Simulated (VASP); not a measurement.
**A VASP study of AgCl (Chlorargyrite) (SCAN): structure first, properties next**

What structure does AgCl (Chlorargyrite) take at this level, and what are its properties? The steps: relaxing cell and atoms (SCAN), second relaxation, density, ELF and potential (SCAN), band structure (SCAN), density of states (SCAN), volume scan with SCAN, fit for SCAN and response to an electric field (SCAN). The start is a cell from a database of measured crystal structures.

Method: SCAN; plane waves and PAW (Ag, Cl), in VASP 6.6.1.

The database entry behind the starting cell differs from later determinations by our own check (an axis about 1.4 % short against later determinations), so it need not match the best structure at ambient conditions.

## (1) Starting point

Before any relaxation, the start is as follows. It takes space group Fm-3m (No. 225, cubic). The conventional cell has a = 5.470 Å, b = 5.470 Å, c = 5.470 Å, α = 90.00°, β = 90.00°, γ = 90.00°. Nearest to Ag lie 6 Cl at 2.73 Å. Nearest to Cl lie 6 Ag at 2.73 Å. Farther neighbours and most contacts between anions are not listed.

## (2) Relaxing cell and atoms (SCAN)

Properties are meant for the cell that this level of theory prefers, so cell and atoms are relaxed first (ISIF = 3) until forces and stress are small; EDIFFG sets the threshold. SCAN adds the kinetic-energy density; it is numerically more delicate than r2SCAN.

INCAR reads:

```
SYSTEM = AgCl
PREC = Accurate
ENCUT = 400
EDIFF = 1E-06
NELM = 100
ISMEAR = 0
SIGMA = 0.05
LREAL = .FALSE.
ALGO = Normal
METAGGA = SCAN
LASPH = .TRUE.
NBANDS = 15
LORBIT = 11
LWAVE = .FALSE.
LCHARG = .FALSE.
KPAR = 2
IBRION = 2
NSW = 60
ISIF = 3
EDIFFG = -0.01
```

POSCAR reads:

```
AgCl
1.0
    0.0000000000      2.7350000000      2.7350000000
    2.7350000000      0.0000000000      2.7350000000
    2.7350000000      2.7350000000      0.0000000000
Ag Cl
1 1
Direct
    0.0000000000      0.0000000000      0.0000000000
    0.5000000000      0.5000000000      0.5000000000
```

KPOINTS reads:

```
Automatic mesh
0
Gamma
7 7 7
0 0 0
```

The projector-augmented-wave data sets are Ag and Cl (PBE family, release 64).

Run with:

```
> mpirun -np 2 vasp_std
```

What it wrote:

```text
[banner, memory and clock lines left out]
running    2 mpi-ranks, on    1 nodes
 distrk:  each k-point on    1 cores,    2 groups
 distr:  one band on    1 cores,    1 groups

 POSCAR found type information on POSCAR AgCl
 POSCAR found :  2 types and       2 ions
|                                                                             |
|               ----> ADVICE to this user running VASP <----                  |
|                                                                             |
|     You enforced a specific xc type in the INCAR file but a different       |
|     [... a line on the potential file left out ...]
|     I HOPE YOU KNOW WHAT YOU ARE DOING!                                     |
|                                                                             |

 LDA part: xc-table for (None), standard interpolation
 POSCAR, INCAR and KPOINTS ok, starting setup
 FFT: planning ... GRIDC
 FFT: planning ... GRID_SOFT
 FFT: planning ... GRID
 WAVECAR not read
 entering main loop
       N       E                     dE             d eps       ncg     rms          rms(c)
DAV:   1     0.452773137904E+02    0.45277E+02   -0.76750E+03   632   0.887E+02
DAV:   2    -0.430434912181E+02   -0.88321E+02   -0.82073E+02   740   0.210E+02
DAV:   3    -0.457598346591E+02   -0.27163E+01   -0.27115E+01   754   0.398E+01
DAV:   4    -0.457777382227E+02   -0.17904E-01   -0.17902E-01   747   0.349E+00
DAV:   5    -0.457779715301E+02   -0.23331E-03   -0.23330E-03   768   0.391E-01    0.766E+00
DAV:   6    -0.405113259373E+02    0.52666E+01   -0.52892E+00   614   0.252E+01    0.663E+00
DAV:   7    -0.404395450839E+02    0.71781E-01   -0.23439E-01   670   0.526E+00    0.407E+00
DAV:   8    -0.404238139926E+02    0.15731E-01   -0.14703E-01   691   0.483E+00    0.882E-01
DAV:   9    -0.404240875111E+02   -0.27352E-03   -0.61705E-03   775   0.764E-01    0.457E-01
DAV:  10    -0.404223144435E+02    0.17731E-02   -0.19218E-03   712   0.539E-01    0.195E-01
DAV:  11    -0.404213578743E+02    0.95657E-03   -0.14405E-03   705   0.379E-01    0.573E-02
DAV:  12    -0.404214182848E+02   -0.60410E-04   -0.31295E-05   761   0.647E-02    0.366E-02
DAV:  13    -0.404215208129E+02   -0.10253E-03   -0.66214E-05   726   0.111E-01    0.151E-02
DAV:  14    -0.404215011656E+02    0.19647E-04   -0.52699E-06   733   0.364E-02    0.331E-03
DAV:  15    -0.404215011607E+02    0.48467E-08   -0.45319E-07   426   0.704E-03
   1 F= -.40421501E+02 E0= -.40421501E+02  d E =-.404215E+02
 curvature:   0.00 expect dE= 0.000E+00 dE for cont linesearch  0.000E+00
 trial: gam= 0.00000 g(F)=  0.138E-59 g(S)=  0.939E-02 ort = 0.000E+00 (trialstep = 0.100E+01)
 search vector abs. value=  0.939E-02
 bond charge predicted
       N       E                     dE             d eps       ncg     rms          rms(c)
DAV:   1    -0.405432837115E+02   -0.12178E+00   -0.21168E+00   600   0.148E+01    0.247E+00
DAV:   2    -0.404369282504E+02    0.10636E+00   -0.27597E-01   614   0.626E+00    0.786E-01
DAV:   3    -0.404303784076E+02    0.65498E-02   -0.20593E-02   712   0.131E+00    0.605E-01
DAV:   4    -0.404273043269E+02    0.30741E-02   -0.14699E-03   726   0.395E-01    0.868E-02
DAV:   5    -0.404271333676E+02    0.17096E-03   -0.16729E-04   691   0.183E-01    0.657E-02
DAV:   6    -0.404269129084E+02    0.22046E-03   -0.68691E-05   684   0.744E-02    0.178E-02
DAV:   7    -0.404269160130E+02   -0.31046E-05   -0.53862E-06   761   0.299E-02    0.105E-02
DAV:   8    -0.404269578226E+02   -0.41810E-04   -0.46035E-07   356   0.608E-03    0.229E-03
DAV:   9    -0.404269537789E+02    0.40437E-05   -0.10798E-07   363   0.510E-03    0.641E-04
DAV:  10    -0.404269517357E+02    0.20431E-05   -0.29195E-08   342   0.142E-03    0.479E-04
DAV:  11    -0.404269517032E+02    0.32485E-07   -0.29794E-09   349   0.572E-04
   2 F= -.40426952E+02 E0= -.40426952E+02  d E =-.545054E-02
 trial-energy change:   -0.005451  1 .order   -0.004371   -0.009395    0.000652
 step:   0.9599(harm=  0.9351)  dis= 0.00000  next Energy=   -40.426965 (dE=-0.546E-02)
 bond charge predicted
       N       E                     dE             d eps       ncg     rms          rms(c)
DAV:   1    -0.404271615096E+02   -0.20977E-03   -0.33759E-03   628   0.591E-01    0.981E-02
DAV:   2    -0.404267823383E+02    0.37917E-03   -0.46656E-04   614   0.248E-01    0.296E-02
DAV:   3    -0.404268088873E+02   -0.26549E-04   -0.30315E-05   733   0.475E-02    0.224E-02
DAV:   4    -0.404269046331E+02   -0.95746E-04   -0.21375E-06   705   0.142E-02    0.388E-03
DAV:   5    -0.404269145083E+02   -0.98752E-05   -0.30412E-07   342   0.901E-03    0.238E-03
DAV:   6    -0.404269232714E+02   -0.87631E-05   -0.89981E-08   335   0.273E-03    0.557E-04
DAV:   7    -0.404269221518E+02    0.11197E-05   -0.61557E-09   328   0.661E-04    0.403E-04
DAV:   8    -0.404269213465E+02    0.80524E-06   -0.23577E-09   328   0.512E-04
   3 F= -.40426921E+02 E0= -.40426921E+02  d E =-.542019E-02
 curvature:  -0.40 expect dE=-0.331E-05 dE for cont linesearch -0.331E-05
 trial: gam= 0.00000 g(F)=  0.130E-60 g(S)=  0.828E-05 ort =-0.279E-03 (trialstep = 0.992E+00)
 search vector abs. value=  0.828E-05
 reached required accuracy - stopping structural energy minimisation
```

It took 36 s on 2 MPI ranks of Intel Xeon 6975P-C (Granite Rapids), shared host; peak memory 0.3 GiB.

The logs omit lines about the potential files and the build; timing stands in the text.

Parts of OUTCAR (step 2):

```text
ion  position               nearest neighbor table
   1  0.000  0.000  0.000-   2 2.73   2 2.73   2 2.73   2 2.73   2 2.73   2 2.73
   2  0.500  0.500  0.500-   1 2.73   1 2.73   1 2.73   1 2.73   1 2.73   1 2.73

  LATTYP: Found a face centered cubic cell.
 ALAT       =     5.4700000000

 Subroutine GETGRP returns: Found 48 space group operations
 (whereof 48 operations were pure point group operations)

The static configuration has the point symmetry O_h .

 Found     20 irreducible k-points:

   k-points           NKPTS =     20   k-points in BZ     NKDIM =     20   number of bands    NBANDS=     15

   dimension x,y,z NGX =    28 NGY =   28 NGZ =   28
   dimension x,y,z NGXF=    56 NGYF=   56 NGZF=   56

   ENCUT  =  400.0 eV  29.40 Ry    5.42 a.u.   6.31  6.31  6.31*2*pi/ulx,y,z

   NELECT =      18.0000    total number of electrons

 k-points in reciprocal lattice and weights: Automatic mesh
   0.00000000  0.00000000  0.00000000       0.003
   0.14285714  0.00000000  0.00000000       0.023
   0.28571429  0.00000000  0.00000000       0.023
   0.42857143  0.00000000  0.00000000       0.023
   0.14285714  0.14285714  0.00000000       0.017
   0.28571429  0.14285714  0.00000000       0.070
   0.42857143  0.14285714  0.00000000       0.070
  -0.42857143  0.14285714  0.00000000       0.070
  -0.28571429  0.14285714  0.00000000       0.070
[...]
-0.42857143  0.42857143  0.14285714       0.070
  -0.28571429  0.42857143  0.14285714       0.070

 average (electrostatic) potential at core
       1 -78.1049       2 -94.7568

 E-fermi :   3.8868

 k-point     1 :       0.0000    0.0000    0.0000
  band No.  band energies     occupation
    ...
      5       1.2211      2.00000
      6       1.2211      2.00000
      7       1.2213      2.00000
      8       1.2657      2.00000
      9       1.2657      2.00000
     10       5.0546      0.00000
     11      15.0981      0.00000
     12      15.0982      0.00000
     13      15.0982      0.00000
     14      16.4565      0.00000
    ...

 k-point     2 :       0.1429    0.0000    0.0000
  band No.  band energies     occupation
    ...
      5       1.2924      2.00000
      6       1.2925      2.00000
      7       1.5245      2.00000
      8       2.1977      2.00000
      9       2.1978      2.00000
     10       5.9356      0.00000
     11      13.4104      0.00000
     12      14.6520      0.00000
     13      14.6521      0.00000
     14      16.3708      0.00000
    ...

 k-point     3 :       0.2857    0.0000    0.0000
  band No.  band energies     occupation
    ...
      5       1.4486      2.00000
      6       1.4487      2.00000
      7       1.7237      2.00000
      8       3.0812      2.00000
      9       3.0813      2.00000
     10       7.4535      0.00000
     11      11.6267      0.00000
     12      13.0999      0.00000
     13      13.0999      0.00000
     14      16.8596      0.00000
    ...

  Total       -0.0106988     -0.0106988     -0.0106988      0.0000000      0.0000000      0.0000000
  in kB       -0.4086183     -0.4086183     -0.4086183      0.0000000      0.0000000      0.0000000
  external PRESSURE =      -0.4086183 kB  Pullay stress =       0.0000000 kB

  energy-cutoff  :      400.00
  volume of cell :       41.95
      direct lattice vectors                 reciprocal lattice vectors
     0.000000000  2.757817344  2.757817344    -0.181302798  0.181302798  0.181302798
     2.757817344  0.000000000  2.757817344     0.181302798 -0.181302798  0.181302798
     2.757817344  2.757817344 -0.000000000     0.181302798  0.181302798 -0.181302798

 POSITION                                       TOTAL-FORCE (eV/Angst)
 -----------------------------------------------------------------------------------
      0.00000      0.00000      0.00000         0.000000     -0.000000      0.000000
      2.75782      2.75782      2.75782        -0.000000      0.000000     -0.000000
 -----------------------------------------------------------------------------------
    total drift:                                0.000000      0.000000      0.000000

  FREE ENERGIE OF THE ION-ELECTRON SYSTEM (eV)
  ---------------------------------------------------
  free  energy   TOTEN  =       -40.4269213465 eV

  energy  without entropy=      -40.4269213465  energy(sigma->0) =      -40.42692135

 reached required accuracy - stopping structural energy minimisation

 total charge
# of ion       s       p       d       tot
------------------------------------------
    1        0.210   0.139   9.388   9.738
    2        1.605   3.508   0.000   5.113
--------------------------------------------------
tot          1.815   3.648   9.388  14.851

[... 3 further parts left out ...]
```

CONTCAR:

```
AgCl
   1.00000000000000
     0.0000000000000000    2.7578173435425466    2.7578173435425466
     2.7578173435425466    0.0000000000000000    2.7578173435425466
     2.7578173435425466    2.7578173435425466   -0.0000000000000000
  Ag              Cl
     1     1
Direct
     0.0000000000000000    0.0000000000000000    0.0000000000000000
     0.5000000000000000    0.5000000000000000    0.5000000000000000
```

The gap is read on the k-mesh alone, so it is an upper bound where the band edges lie off the mesh. The PAW data sets were made with PBE, which is usual practice but a small mismatch for other functionals. The run keeps the 48 symmetry operations of its start, so it cannot find a distortion of lower symmetry.

The steps of the relaxation:

```
step  energy less that of the first step (eV)  largest force (eV/Å)  pressure (GPa)  volume (Å³)
   1                                   0.0000                0.0000            1.41        40.92
   2                                  -0.0055                0.0000           -0.10        41.99
   3                                  -0.0054                0.0000           -0.04        41.95
```

```
conventional cell, symmetrised  before  after  change
                         a (Å)   5.470  5.516  +0.8 %
                         b (Å)   5.470  5.516  +0.8 %
                         c (Å)   5.470  5.516  +0.8 %
              volume (Å³/atom)   20.46  20.97  +2.5 %
```

The relaxed structure:

```
Ag Cl
1.0
     0.00000    2.75782    2.75782
     2.75782    0.00000    2.75782
     2.75782    2.75782    0.00000
Ag Cl
1 1
Cartesian
  0.0000 0.0000 0.0000
  2.7578 2.7578 2.7578
```

Numbers from this step:

| Quantity | Value |
| --- | --- |
| electrons | 18 |
| bands | 15 |
| irreducible k-points | 20 |
| symmetry operations | 48 |
| free energy (TOTEN) | -40.43 eV |
| Fermi energy | 3.887 eV |
| pressure | -0.04086 GPa |
| metallic | no |
| valence top at k | 0.4286, 0, 0 |
| conduction bottom at k | 0, 0, 0 |
| least direct gap at k | 0.1429, 0, 0 |
| SCF cycles over all ionic steps | 34 |
| gap on the k-mesh | 1.412 eV |
| least direct gap on the k-mesh | 3.738 eV |

It ends with forces that vanish by symmetry and a pressure of -0.04 GPa. The volume lies +2.5 % from that of the database's start.

## (3) Second relaxation

The basis stayed that of the start cell while the cell moved. A rerun from the cell reached resets it; the error of the finite cutoff stays.

INCAR is that of step 2.

POSCAR reads:

```
AgCl
1.0
    0.0000000000      2.7578173435      2.7578173435
    2.7578173435      0.0000000000      2.7578173435
    2.7578173435      2.7578173435      0.0000000000
Ag Cl
1 1
Direct
    0.0000000000      0.0000000000      0.0000000000
    0.5000000000      0.5000000000      0.5000000000
```

KPOINTS is that of step 2.

Run with:

```
> mpirun -np 2 vasp_std
```

What it wrote:

```text
[banner, memory and clock lines left out]
running    2 mpi-ranks, on    1 nodes
 distrk:  each k-point on    1 cores,    2 groups
 distr:  one band on    1 cores,    1 groups

 POSCAR found type information on POSCAR AgCl
 POSCAR found :  2 types and       2 ions
 [... a notice as in an earlier step ...]

 LDA part: xc-table for (None), standard interpolation
 POSCAR, INCAR and KPOINTS ok, starting setup
 FFT: planning ... GRIDC
 FFT: planning ... GRID_SOFT
 FFT: planning ... GRID
 WAVECAR not read
 entering main loop
       N       E                     dE             d eps       ncg     rms          rms(c)
DAV:   1     0.430118923845E+02    0.43012E+02   -0.75903E+03   656   0.881E+02
DAV:   2    -0.430544709132E+02   -0.86066E+02   -0.81425E+02   740   0.212E+02
DAV:   3    -0.457696074482E+02   -0.27151E+01   -0.27101E+01   705   0.397E+01
DAV:   4    -0.457879202269E+02   -0.18313E-01   -0.18310E-01   796   0.354E+00
DAV:   5    -0.457881613089E+02   -0.24108E-03   -0.24108E-03   705   0.396E-01    0.718E+00
DAV:   6    -0.405171377567E+02    0.52710E+01   -0.53169E+00   600   0.251E+01    0.642E+00
DAV:   7    -0.404459681238E+02    0.71170E-01   -0.23126E-01   670   0.520E+00    0.395E+00
DAV:   8    -0.404304259371E+02    0.15542E-01   -0.14682E-01   677   0.482E+00    0.861E-01
DAV:   9    -0.404313079358E+02   -0.88200E-03   -0.69998E-03   796   0.778E-01    0.461E-01
DAV:  10    -0.404294689630E+02    0.18390E-02   -0.19531E-03   733   0.542E-01    0.202E-01
DAV:  11    -0.404284127409E+02    0.10562E-02   -0.16188E-03   705   0.405E-01    0.637E-02
DAV:  12    -0.404284744850E+02   -0.61744E-04   -0.35054E-05   796   0.695E-02    0.422E-02
DAV:  13    -0.404285992355E+02   -0.12475E-03   -0.90578E-05   733   0.130E-01    0.176E-02
DAV:  14    -0.404285738489E+02    0.25387E-04   -0.72887E-06   733   0.428E-02    0.369E-03
DAV:  15    -0.404285747279E+02   -0.87899E-06   -0.59061E-07   419   0.788E-03
   1 F= -.40428575E+02 E0= -.40428575E+02  d E =-.404286E+02
 curvature:   0.00 expect dE= 0.000E+00 dE for cont linesearch  0.000E+00
 trial: gam= 0.00000 g(F)=  0.218E-59 g(S)=  0.283E-06 ort = 0.000E+00 (trialstep = 0.100E+01)
 search vector abs. value=  0.283E-06
 reached required accuracy - stopping structural energy minimisation
```

Wall time 16 s (2 MPI ranks); peak memory 0.3 GiB; 27 s of CPU time.

Parts of OUTCAR (step 3):

```text
  LATTYP: Found a face centered cubic cell.
 ALAT       =     5.5156346870

The static configuration has the point symmetry O_h .

 Found     20 irreducible k-points:

   ENCUT  =  400.0 eV  29.40 Ry    5.42 a.u.   6.36  6.36  6.36*2*pi/ulx,y,z

   NELECT =      18.0000    total number of electrons

 E-fermi :   3.8910

 k-point     1 :       0.0000    0.0000    0.0000
  band No.  band energies     occupation
    ...
      5       1.2210      2.00000
      6       1.2210      2.00000
      7       1.2213      2.00000
      8       1.2656      2.00000
      9       1.2656      2.00000
     10       5.0548      0.00000
     11      15.0980      0.00000
     12      15.0980      0.00000
     13      15.0980      0.00000
     14      16.4565      0.00000
    ...

 k-point     2 :       0.1429    0.0000    0.0000
  band No.  band energies     occupation
    ...
      5       1.2924      2.00000
      6       1.2924      2.00000
      7       1.5244      2.00000
      8       2.1976      2.00000
      9       2.1977      2.00000
     10       5.9358      0.00000
     11      13.4103      0.00000
     12      14.6520      0.00000
     13      14.6520      0.00000
     14      16.3706      0.00000
    ...

  Total       -0.0019772     -0.0019772     -0.0019772      0.0000000      0.0000000      0.0000000
  in kB       -0.0755162     -0.0755162     -0.0755162      0.0000000      0.0000000      0.0000000
  external PRESSURE =      -0.0755162 kB  Pullay stress =       0.0000000 kB

  energy-cutoff  :      400.00
  volume of cell :       41.95
      direct lattice vectors                 reciprocal lattice vectors
     0.000000000  2.757817344  2.757817344    -0.181302798  0.181302798  0.181302798
     2.757817344  0.000000000  2.757817344     0.181302798 -0.181302798  0.181302798
     2.757817344  2.757817344  0.000000000     0.181302798  0.181302798 -0.181302798

 POSITION                                       TOTAL-FORCE (eV/Angst)
 -----------------------------------------------------------------------------------
      0.00000      0.00000      0.00000        -0.000000      0.000000      0.000000
      2.75782      2.75782      2.75782         0.000000     -0.000000     -0.000000
 -----------------------------------------------------------------------------------
    total drift:                                0.000000      0.000000      0.000000

  FREE ENERGIE OF THE ION-ELECTRON SYSTEM (eV)
  ---------------------------------------------------
  free  energy   TOTEN  =       -40.4285747279 eV

  energy  without entropy=      -40.4285747279  energy(sigma->0) =      -40.42857473

 total charge
# of ion       s       p       d       tot
------------------------------------------
    1        0.210   0.139   9.388   9.738
    2        1.605   3.509   0.000   5.114
--------------------------------------------------
tot          1.815   3.648   9.388  14.851

[... 5 parts as in an earlier step ...]

[... 6 further parts left out ...]
```

CONTCAR:

```
AgCl
   1.00000000000000
     0.0000000000000000    2.7578173435000002    2.7578173435000002
     2.7578173435000002    0.0000000000000000    2.7578173435000002
     2.7578173435000002    2.7578173435000002    0.0000000000000000
  Ag              Cl
     1     1
Direct
     0.0000000000000000    0.0000000000000000    0.0000000000000000
     0.5000000000000000    0.5000000000000000    0.5000000000000000
```

Little changed from the start: no atom moved by 0.005 Å and no cell edge by 0.1 %.

This step gave:

```yaml
fermi_energy: 3.891 eV
pressure: -0.007552 GPa
scf_cycles_over_all_ionic_steps: 15
```

It ends with forces that vanish by symmetry and a pressure of -0.01 GPa. The volume moved by under 0.01 %: the run met its threshold at the first step.

(Continued in part 2 of 5.)

[Lines on the potential files, build, host, timing and source positions are cut from VASP's logs without a mark.]

[Logs are printed without paths, hosts, clocks, repeated set-up lines and the standing remarks that a program may print on its own settings, such as how far it seeks lower states.]

[Hosts, paths, dates, database ids (printed as entryN), source tags and the programs' standing remarks are cut or masked in the printed files.]

[A measured line is paired with the nearest computed mode of its activity, which favours agreement.]
